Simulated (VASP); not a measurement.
Level of theory: HSE06 screened hybrid, VASP's PBE PAW potentials (set 64) (plane waves; VASP 6.6.1).

VASP ran on this input.

### INCAR
```
# general
SYSTEM  =C33Si32
PREC    =Normal
ENCUT   =400
LREAL   =Auto
LASPH   =.True.   # aspherical one-centre terms
ISYM    =0

# electronic loop
EDIFF   =1E-5   # SCF stop (eV)
NELM    =50   # most electronic steps
NELMIN  =4
ALGO    =Normal

# smearing
ISMEAR  =0
SIGMA   =0.05   # width (eV)

# functional
GGA     =PE   # PBE
LHFCALC =.True.
AEXX    =0.25
HFSCREEN=0.2
PRECFOCK=Fast

# ions
ISIF    =0

# output
LWAVE   =.False.
LCHARG  =.False.
```

File POSCAR:
```
C33Si32
8.7583310
  1.0000000497   0.0000000000   0.0000000000
  0.0000000000   1.0000000497   0.0000000000
  0.0000000000   0.0000000000   1.0000000497
Si C
32 33
Cartesian
  0.5004220806   0.9991237634   0.9973990453
  0.7516876135   0.2499499541   0.9984713376
  0.7492822403   0.9994548813   0.2462992096
  0.9990183751   0.9989324721   0.9956826774
  0.2502804721   0.2502103890   0.9976744996
  0.5010751931   0.5009932069   0.0005499864
  0.7507551894   0.7506984366   0.9978143041
  0.2485319629   0.9930137871   0.2415814909
  0.4987339949   0.2509298468   0.2492814518
  0.7528638616   0.5001591236   0.2470343425
  0.4987845809   0.9978097706   0.4972290728
  0.7508862489   0.2508470407   0.4975500918
  0.7504876124   0.9996337668   0.7473485599
  0.9991306511   0.5003522758   0.9974476976
  0.2500364096   0.7516354333   0.9984853119
  0.9930881251   0.2483584151   0.2415815364
  0.2509711132   0.4986796207   0.2492639213
  0.5003330336   0.7527869382   0.2469922357
  0.9947175246   0.9946826592   0.4952737515
  0.2185355011   0.2185377927   0.4671929746
  0.5104211200   0.5103809470   0.4916940495
  0.7535873558   0.7535407499   0.4958496375
  0.2500046852   0.9987561704   0.7464781445
  0.5099211258   0.2482191024   0.7615455231
  0.7523103835   0.5019339483   0.7477705587
  0.9994940406   0.7491837697   0.2463732160
  0.9978366279   0.4987399706   0.4972669977
  0.2509049704   0.7507936795   0.4975235323
  0.9988115312   0.2499177104   0.7464983091
  0.2482087702   0.5099369170   0.7615661095
  0.5020036049   0.7522467798   0.7478282962
  0.9996640706   0.7505041647   0.7474007333
  0.6243084350   0.1257369366   0.1224820389
  0.8739070575   0.3755102717   0.1198806624
  0.8732124639   0.1237356249   0.3714456173
  0.1237646165   0.1236312324   0.1206527895
  0.3750090861   0.3749427677   0.1235916952
  0.6261527936   0.6260290979   0.1241644545
  0.8752210514   0.8751400209   0.1219373190
  0.3739391075   0.1132194640   0.3633206827
  0.6290526286   0.3754472940   0.3722799557
  0.8761657254   0.6257136799   0.3720852105
  0.6226967059   0.1268414609   0.6230672314
  0.8748979586   0.3750025381   0.6231135365
  0.8748384323   0.1251451514   0.8716885066
  0.1257748570   0.6242677232   0.1224969337
  0.3756754916   0.8738332223   0.1198303160
  0.1132084246   0.3739018544   0.3633142598
  0.3755403975   0.6290037507   0.3722310740
  0.6258445501   0.8761652657   0.3720255065
  0.1181404276   0.1180757502   0.6220507403
  0.4079043590   0.4079491177   0.6580908182
  0.6321340114   0.6321078223   0.6219534786
  0.8748984059   0.8748845860   0.6224525195
  0.3742682558   0.1252545667   0.8714198112
  0.6303532687   0.3774617090   0.8775955962
  0.8759608788   0.6261331045   0.8729118353
  0.1238145638   0.8731836079   0.3714535265
  0.1268389422   0.6226815353   0.6230666794
  0.3750837666   0.8748109527   0.6231120757
  0.1252972083   0.3742167301   0.8714506926
  0.3775346652   0.6302961975   0.8776251206
  0.6261842209   0.8759452756   0.8729124106
  0.1252727236   0.8748187611   0.8717010545
  0.3518222573   0.3517332512   0.5280930027
```

File KPOINTS:
```
Automatic mesh
0
Gamma
1 1 1
0 0 0
```

POTCAR, in this order: Si C (PBE.64 set). Program: vasp_gam. Read from the step before: WAVECAR.

The resulting files:

OUTCAR:
```
 ion  position               nearest neighbor table
   1  0.500  0.999  0.997-  47 1.88  63 1.89  33 1.90  55 1.91  24 3.01  18 3.07   8 3.07  31 3.07
                             3 3.08  15 3.08   7 3.09  13 3.10   5 3.10  23 3.10   2 3.11   9 3.12
   2  0.752  0.250  0.998-  34 1.87  56 1.87  45 1.90  33 1.90  24 2.96  16 3.00  14 3.08   3 3.09
                             4 3.09  10 3.09  29 3.09  13 3.11   6 3.11   1 3.11  25 3.11   9 3.12
   3  0.749  0.999  0.246-  50 1.88  35 1.89  39 1.89  33 1.90  16 3.05  19 3.06  22 3.07  18 3.07
                             7 3.08   1 3.08   2 3.09   4 3.10  26 3.10  11 3.11   9 3.11  12 3.11
   4  0.999  0.999  0.996-  39 1.89  64 1.89  45 1.89  36 1.89  16 3.07   8 3.07   7 3.07  32 3.08
                            13 3.08  15 3.09   2 3.09  29 3.10  23 3.10   3 3.10  26 3.10   5 3.11
   5  0.250  0.250  0.998-  55 1.90  61 1.90  37 1.90  36 1.90  24 3.07  30 3.07  17 3.10   9 3.10
                             1 3.10  16 3.10   8 3.10  14 3.10   6 3.11   4 3.11  29 3.11  23 3.11
   6  0.501  0.501  0.001-  38 1.89  37 1.90  56 1.90  62 1.90  24 3.05  30 3.05  18 3.09  10 3.09
                             9 3.09  17 3.09   7 3.09   5 3.11   2 3.11  15 3.11  31 3.12  25 3.12
   7  0.751  0.751  0.998-  39 1.89  57 1.89  63 1.89  38 1.90   4 3.07   3 3.08  26 3.08  14 3.09
                            31 3.09   1 3.09  25 3.09  32 3.09   6 3.09  13 3.09  18 3.09  10 3.10
   8  0.249  0.993  0.242-  40 1.86  47 1.86  58 1.89  36 1.90  20 2.81  15 3.00  18 3.05  26 3.05
                             4 3.07   1 3.07  28 3.09   5 3.10  11 3.13  19 3.14   9 3.15
   9  0.499  0.251  0.249-  37 1.89  33 1.91  40 1.91  41 1.91  17 3.07   6 3.09   5 3.10  12 3.10
                            11 3.10   3 3.11  21 3.11  10 3.12   1 3.12   2 3.12  20 3.12   8 3.15
  10  0.753  0.500  0.247-  34 1.89  41 1.89  42 1.89  38 1.90  21 3.02  16 3.05  27 3.07  26 3.07
                            14 3.07   6 3.09   2 3.09   7 3.10  12 3.10  22 3.11   9 3.12  18 3.13
  11  0.499  0.998  0.497-  60 1.88  50 1.89  40 1.90  43 1.92  28 3.06  18 3.07  31 3.07  23 3.08
                            22 3.09   9 3.10   3 3.11  13 3.11  12 3.13   8 3.13  20 3.14
  12  0.751  0.251  0.498-  41 1.88  44 1.89  35 1.90  43 1.91  27 3.06  29 3.08  16 3.09  10 3.10
                            19 3.10  21 3.10   9 3.10  13 3.10  25 3.10   3 3.11  11 3.13  24 3.13
  13  0.750  1.000  0.747-  63 1.89  54 1.89  45 1.89  43 1.92  24 3.03  31 3.07  19 3.07   4 3.08
                            22 3.08  32 3.09  29 3.09   7 3.09   1 3.10  12 3.10   2 3.11  11 3.11
  14  0.999  0.500  0.997-  34 1.88  57 1.89  46 1.90  61 1.91  30 3.01  10 3.07  16 3.07  25 3.07
                            26 3.08   2 3.08   7 3.09  32 3.10   5 3.10  29 3.11  15 3.11  17 3.12
  15  0.250  0.752  0.998-  47 1.87  62 1.87  64 1.90  46 1.90  30 2.96   8 3.00   1 3.08   4 3.09
                            26 3.09  18 3.09  23 3.09  32 3.11   6 3.11  14 3.11  31 3.11  17 3.12
  16  0.993  0.248  0.242-  48 1.86  34 1.86  35 1.89  36 1.90  20 2.81   2 3.00  10 3.05   3 3.05
                             4 3.07  14 3.07  12 3.09   5 3.10  27 3.13  19 3.14  17 3.15
  17  0.251  0.499  0.249-  37 1.89  46 1.91  48 1.91  49 1.91   9 3.07   6 3.09   5 3.10  28 3.10
                            27 3.10  26 3.11  21 3.11  18 3.12  14 3.12  15 3.12  20 3.12  16 3.15
  18  0.500  0.753  0.247-  47 1.89  49 1.89  50 1.89  38 1.90  21 3.02   8 3.05  11 3.07   3 3.07
                             1 3.07   6 3.09  15 3.09   7 3.09  28 3.10  22 3.11  17 3.12  10 3.13
  19  0.995  0.995  0.495-  54 1.86  51 1.89  35 1.89  58 1.89  20 2.78  22 2.99  26 3.06   3 3.06
                            13 3.07  32 3.07  12 3.10  28 3.10  29 3.14  23 3.14  16 3.14   8 3.14
  20  0.219  0.219  0.467-  65 1.73  51 1.84  48 1.88  40 1.88  19 2.78  16 2.81   8 2.81  17 3.12
                             9 3.12  29 3.12  23 3.12  27 3.14  11 3.14
  21  0.510  0.510  0.492-  49 1.89  41 1.89  53 1.89  52 1.93  65 1.99  22 3.01  10 3.02  18 3.02
                            25 3.09  31 3.09  28 3.10  12 3.10   9 3.11  17 3.11
  22  0.754  0.754  0.496-  53 1.87  54 1.87  42 1.89  50 1.89  19 2.99  21 3.01  26 3.07   3 3.07
                            13 3.08  32 3.08  27 3.09  11 3.09  18 3.11  10 3.11  25 3.12  31 3.12
  23  0.250  0.999  0.746-  60 1.88  64 1.89  55 1.90  51 1.90  28 3.08  11 3.08  31 3.09  32 3.09
                            15 3.09   4 3.10   1 3.10  29 3.11   5 3.11  20 3.12  19 3.14
  24  0.510  0.248  0.762-  56 1.85  55 1.87  52 1.89  43 1.89   2 2.96   1 3.01  13 3.03   6 3.05
                             5 3.07  25 3.08  12 3.13
  25  0.752  0.502  0.748-  57 1.89  44 1.89  53 1.90  56 1.90  32 3.07  27 3.07  14 3.07  24 3.08
                            21 3.09  29 3.09   7 3.09  31 3.10  12 3.10   2 3.11  22 3.12   6 3.12
  26  0.999  0.749  0.246-  42 1.88  58 1.89  39 1.89  46 1.90   8 3.05  19 3.06  22 3.07  10 3.07
                             7 3.08  14 3.08  15 3.09   4 3.10   3 3.10  27 3.10  17 3.11  28 3.11
  27  0.998  0.499  0.497-  44 1.88  42 1.89  48 1.90  59 1.92  12 3.06  10 3.07  25 3.07  29 3.08
                            22 3.09  17 3.10  26 3.10  32 3.11  28 3.13  16 3.13  20 3.14
  28  0.251  0.751  0.498-  49 1.88  60 1.89  58 1.90  59 1.91  11 3.06  23 3.08   8 3.09  18 3.10
                            19 3.10  21 3.10  17 3.10  32 3.10  31 3.11  26 3.11  27 3.13  30 3.13
  29  0.999  0.250  0.746-  44 1.88  45 1.89  61 1.90  51 1.90  12 3.08  27 3.08  25 3.09  13 3.09
                             2 3.09   4 3.10  14 3.11  23 3.11   5 3.11  20 3.12  19 3.14
  30  0.248  0.510  0.762-  62 1.85  61 1.87  52 1.89  59 1.89  15 2.96  14 3.01  32 3.03   6 3.05
                             5 3.07  31 3.08  28 3.13
  31  0.502  0.752  0.748-  63 1.89  60 1.89  62 1.90  53 1.90  13 3.07  11 3.07   1 3.07  30 3.08
                            21 3.09  23 3.09   7 3.09  25 3.10  28 3.11  15 3.11  22 3.12   6 3.12
  32  1.000  0.751  0.747-  57 1.89  54 1.89  64 1.89  59 1.92  30 3.03  25 3.07  19 3.07   4 3.08
                            22 3.08  13 3.09  23 3.09   7 3.09  14 3.10  28 3.10  15 3.11  27 3.11
  33  0.624  0.126  0.122-   3 1.90   1 1.90   2 1.90   9 1.91
  34  0.874  0.376  0.120-  16 1.86   2 1.87  14 1.88  10 1.89
  35  0.873  0.124  0.371-   3 1.89  19 1.89  16 1.89  12 1.90
  36  0.124  0.124  0.121-   4 1.89   5 1.90   8 1.90  16 1.90
  37  0.375  0.375  0.124-   9 1.89  17 1.89   6 1.90   5 1.90
  38  0.626  0.626  0.124-   6 1.89  18 1.90  10 1.90   7 1.90
  39  0.875  0.875  0.122-   7 1.89   4 1.89   3 1.89  26 1.89
  40  0.374  0.113  0.363-   8 1.86  20 1.88  11 1.90   9 1.91
  41  0.629  0.375  0.372-  12 1.88  21 1.89  10 1.89   9 1.91
  42  0.876  0.626  0.372-  26 1.88  27 1.89  10 1.89  22 1.89
...
```

### OSZICAR
```
       N       E                     dE             d eps       ncg     rms          rms(c)
DAV:   1    -0.560447210837E+03   -0.56045E+03   -0.10063E+01   326   0.787E+00    0.150E+01
DAV:   2    -0.560523626527E+03   -0.76416E-01   -0.31477E-01   364   0.127E+00    0.109E+01
DAV:   3    -0.560505864069E+03    0.17762E-01   -0.17713E-02   380   0.340E-01    0.639E+00
DAV:   4    -0.560499704630E+03    0.61594E-02   -0.57636E-03   377   0.166E-01    0.367E+00
DAV:   5    -0.560497651409E+03    0.20532E-02   -0.10437E-03   361   0.726E-02    0.211E+00
DAV:   6    -0.560496965641E+03    0.68577E-03   -0.46284E-04   361   0.511E-02    0.120E+00
DAV:   7    -0.560496759884E+03    0.20576E-03   -0.13024E-04   361   0.273E-02    0.686E-01
DAV:   8    -0.560496692524E+03    0.67361E-04   -0.22824E-05   217   0.132E-02    0.399E-01
DAV:   9    -0.560496672424E+03    0.20100E-04   -0.15694E-05   201   0.110E-02    0.225E-01
DAV:  10    -0.560496667781E+03    0.46431E-05   -0.43655E-06   220   0.577E-03
   1 F= -.56049667E+03 E0= -.56049667E+03  d E =-.569090E-14
```

OUTCAR:
```
------------------------ aborting loop because EDIFF is reached ----------------------------------------
  volume of cell :      671.84
      direct lattice vectors                 reciprocal lattice vectors
     8.758331436  0.000000000  0.000000000     0.114176999  0.000000000  0.000000000
     0.000000000  8.758331436  0.000000000     0.000000000  0.114176999  0.000000000
     0.000000000  0.000000000  8.758331436     0.000000000  0.000000000  0.114176999
  FREE ENERGIE OF THE ION-ELECTRON SYSTEM (eV)
  ---------------------------------------------------
  free  energy   TOTEN  =      -560.4966677805 eV

  energy  without entropy=     -560.4966677805  energy(sigma->0) =     -560.49666778

  exchange ACFDT corr.  =         0.00000000  see jH, gK, PRB 81, 115126
```
(Selected blocks of OUTCAR.)

The supercell is sampled at Γ alone, which is coarse: total energies, pressure and levels can be off, energies of defects by several tenths of an eV.

The cell is a supercell with a defect, built from SiC (zinc blende): C_i. The cell's shape comes from a PBE relaxation. The run is not spin-polarised, so no state with unpaired spins was tried.
